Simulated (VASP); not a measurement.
Input:

```xyz
2
Lattice="0.0000 2.7132 2.7132 2.7132 0.0000 2.7132 2.7132 2.7132 0.0000" Properties=species:S:1:pos:R:3 pbc="T T T"
Cu     2.7132     5.4264     2.7132
Cl     1.3566     1.3566     1.3566
```

The numbers are results of B3LYP hybrid, VASP's PBE PAW potentials (set 64) (plane waves; VASP), not measurements. Numerical set-up: 520 eV cut-off, 6×6×6 Γ-centred mesh, Gaussian smearing of 0.050 eV, potentials Cu Cl.

Q: What does the run give for the energy per atom (σ→0), pressure, band gap (over the mesh, the named points and PBE's band edges) with the smallest direct gap where there is one?

A: 
```
Property                                                                             Value
--------------------------------------------------------------------------  --------------
band gap (over the mesh, the named points and PBE's band edges)                    2.65 eV
smallest direct gap (over the mesh, the named points and PBE's band edges)         2.65 eV
energy per atom (σ→0)                                                       -3572 meV/atom
pressure                                                                          2.88 GPa
```

The absolute energy has meaning only against runs of the same code, potentials and settings.

The compound is CuCl in the zinc blende structure. It was relaxed first.
